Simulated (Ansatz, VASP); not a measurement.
Sn3PbS4: VASP beside Ansatz

```
Sn Pb S
1.0
     5.89457    0.00000    0.00000
     0.00000    5.89457    0.00000
     0.00000    0.00000    5.89457
Sn Pb S
3 1 4
Direct
  0.00000 0.50000 0.50000
  0.50000 0.50000 0.00000
  0.50000 0.00000 0.50000
  0.00000 0.00000 0.00000
  0.50000 0.00000 0.00000
  0.00000 0.00000 0.50000
  0.50000 0.50000 0.50000
  0.00000 0.50000 0.00000
```

Alike in both runs: functional PBE; k mesh 6 × 6 × 6; occupations gaussian, width 0.1 eV; no spin polarisation.

Ansatz relaxed the structure, and its values are those at the end. VASP's run is a single point on that final structure, the one shown.

|  | VASP | Ansatz |
| --- | --- | --- |
| version | VASP 6.6.1 | Ansatz 0.2.0 |
| potentials or method | VASP PAW PBE potentials, release 64 (Sn_d, Pb_d, S) | scalar-relativistic, plane waves, PAW |
| plane-wave cutoff (eV) | 520 | 420 |
| valence electrons in the cell | 80 | 80 |

```tsv
	VASP	Ansatz	Ansatz less VASP
gap on the k mesh at the Fermi level (eV)	none	none	-
pressure (GPa)	-0.1	0.0	+0.06
```

A gap of «none» marks a metal or a gap that the smearing closes. The functional is the same, so the differences come from potentials, cutoffs and numerics.

The runs have no spin-orbit coupling, so splittings on Pb are missing.
